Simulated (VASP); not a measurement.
An input for Quantum ESPRESSO's pw.x (written as the equivalent of a VASP run, and not itself run):

```
&CONTROL
  calculation = 'relax'
  pseudo_dir = './pseudo'
  outdir = './out'
  tprnfor = .true.
  tstress = .true.
  nstep = 30
  forc_conv_thr = 3.9e-05
/
&SYSTEM
  ibrav = 0
  nat = 2
  ntyp = 1
  ecutwfc = 84
  occupations = 'smearing'
  smearing = 'methfessel-paxton'
  degauss = 0.00735
  input_dft = 'pbesol'
/
&ELECTRONS
  conv_thr = 7.3e-10
  electron_maxstep = 100
/
&IONS
/
ATOMIC_SPECIES
  Mg 24.305 Mg.upf
CELL_PARAMETERS angstrom
     1.5955128   -2.7635096    0.0000000
     1.5955128    2.7635096    0.0000000
     0.0000000    0.0000000    5.0915720
ATOMIC_POSITIONS crystal
  Mg   0.3333330  0.6666670  0.2500000
  Mg   0.6666670  0.3333330  0.7500000
K_POINTS automatic
  12 12 7 0 0 0
```

Question: Write the VASP files for the same calculation (PBEsol).

Answer: One answer among several that fit: 
### POSCAR
```
Mg
1.0
  1.5955127796  -2.7635096442   0.0000000000
  1.5955127796   2.7635096442   0.0000000000
  0.0000000000   0.0000000000   5.0915719757
Mg
2
Direct
  0.3333330000   0.6666670000   0.2500000000
  0.6666670000   0.3333330000   0.7500000000
```

**KPOINTS**
```
Regular mesh
0
gamma
12 12 7
0 0 0
```

INCAR:
```
SYSTEM = Mg
PREC = Accurate
ENCUT = 400
EDIFF = 1E-8
NELM = 100
ALGO = Normal
LREAL = .FALSE.
LASPH = .TRUE.
ISMEAR = 1
SIGMA = 0.1
GGA = PS
LWAVE = .FALSE.
LCHARG = .FALSE.
IBRION = 1
ISIF = 2
NSW = 30
EDIFFG = -0.001
```

POTCAR, in this order: Mg (PBE.64 set). Program: vasp_std.

What does not carry over: the potentials are each code's own (VASP's PAW set, PseudoDojo norm-conserving files in pw.x), so ENCUT and ecutwfc are chosen apart and not converted; conv_thr bounds pw.x's estimated SCF error, while EDIFF bounds the energy change between steps; forc_conv_thr acts on force components and is met together with etot_conv_thr.

The compound is Mg in the hcp structure. It was relaxed first. The start is the result of an earlier pass.
